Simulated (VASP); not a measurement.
VASP input:

### KPOINTS
```
Automatic mesh
0
Gamma
4 4 4
0 0 0
```

### POSCAR
```
BaTiO3
1
    3.9880100000     0.0000000000     0.0000000000
    0.0000000000     3.9880100000     0.0000000000
    0.0000000000     0.0000000000     3.9880100000
Ba Ti O
1 1 3
Direct
  0.5000000000   0.5000000000   0.5000000000
  0.0000000000   0.0000000000   0.0000000000
  0.5000000000   0.0000000000   0.0000000000
  0.0000000000   0.5000000000   0.0000000000
  0.0000000000   0.0000000000   0.5000000000
```

INCAR:
```
# general
SYSTEM  = BaTiO3
PREC    = Accurate
ENCUT   = 400   # plane-wave cut-off (eV)
LREAL   = .False.   # projection in real space or not
LASPH   = .True.   # aspherical one-centre terms

# electronic loop
EDIFF   = 1E-6   # SCF stop (eV)
NELM    = 100   # most electronic steps
ALGO    = Normal   # blocked Davidson
LMAXMIX = 4   # l cut-off of mixed one-centre charges

# smearing
ISMEAR  = 0   # Gaussian
SIGMA   = 0.01

# functional
GGA     = PE

# ions
ISIF    = 2   # forces and stress, cell fixed

# output
LWAVE   = .False.
LCHARG  = .False.
```

POTCAR, in this order: Ba_sv Ti_sv O (PBE.64 set). Program: vasp_std.

Translate this PBE calculation to Quantum ESPRESSO's pw.x.

One equivalent input (not run):
```
&CONTROL
  calculation = 'scf'
  pseudo_dir = './pseudo'
  outdir = './out'
  tprnfor = .true.
  tstress = .true.
/
&SYSTEM
  ibrav = 0
  nat = 5
  ntyp = 3
  ecutwfc = 84
  occupations = 'smearing'
  smearing = 'gaussian'
  degauss = 0.000735
  input_dft = 'pbe'
/
&ELECTRONS
  conv_thr = 7.3e-08
  electron_maxstep = 100
/
ATOMIC_SPECIES
  Ba 137.327 Ba.upf
  Ti 47.867 Ti.upf
  O 15.999 O.upf
CELL_PARAMETERS angstrom
     3.9880100    0.0000000    0.0000000
     0.0000000    3.9880100    0.0000000
     0.0000000    0.0000000    3.9880100
ATOMIC_POSITIONS crystal
  Ba   0.5000000  0.5000000  0.5000000
  Ti   0.0000000  0.0000000  0.0000000
  O    0.5000000  0.0000000  0.0000000
  O    0.0000000  0.5000000  0.0000000
  O    0.0000000  0.0000000  0.5000000
K_POINTS automatic
  4 4 4 0 0 0
```
The two are equivalent in intent, not identical: the potentials are each code's own (VASP's PAW set, PseudoDojo norm-conserving files in pw.x), so ENCUT and ecutwfc are chosen apart and not converted; conv_thr bounds pw.x's estimated SCF error, while EDIFF bounds the energy change between steps.

The structure comes from a computed database's BaTiO3 entry; how it stands against other phases isn't given here. The cell was not relaxed at this level, and its volume differs by -5.9 % from the start's.
